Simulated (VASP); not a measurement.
Fe:

```
Fe
1.0
    -1.44300    1.44300    1.44300
     1.44300   -1.44300    1.44300
     1.44300    1.44300   -1.44300
Fe
1
Direct
  0.00000 0.00000 0.00000
```

| Item | Value |
| --- | --- |
| Program | VASP 6.6.1 |
| Task | relaxation of cell and atoms |
| Functional | LDA |
| Potentials or basis | VASP PAW LDA potentials, release 64 (Fe) |
| Cutoff | 520 eV |
| k mesh | 20 × 20 × 20 |
| Occupations | gaussian, width 0.1 eV |
| Spin | collinear spin, ferromagnetic start |
| Starting moments | [2.5] μB |

At the start: pressure -25.7 GPa; volume 12.02 Å³/atom.

**Question.** Where does the relaxation end?

**Answer.** Over 7 steps the energy falls by 155.5 meV/atom and the volume is 10.38 Å³/atom (-13.7 %); space group Im-3m (No. 229, to 0.05 Å); moment 1.97 μB per cell.

The path:
```tsv
step	energy change (eV)	largest force (eV/Å)	pressure (GPa)	volume (Å³)
1	0.0000	0.0000	-25.71	12.02
2	0.0410	0.0000	49.60	8.97
3	-0.1554	0.0000	-1.15	10.42
4	-0.1555	0.0000	-0.22	10.38
5	-0.1555	0.0000	0.56	10.35
6	-0.1555	0.0000	-0.58	10.40
7	-0.1555	0.0000	-0.02	10.38
```

Final structure:
```
Fe
1.0
    -1.37400    1.37400    1.37400
     1.37400   -1.37400    1.37400
     1.37400    1.37400   -1.37400
Fe
1
Direct
  0.00000 0.00000 0.00000
```

Caveat: the volume moved by -14 % from the deposited cell, more than functionals usually miss.
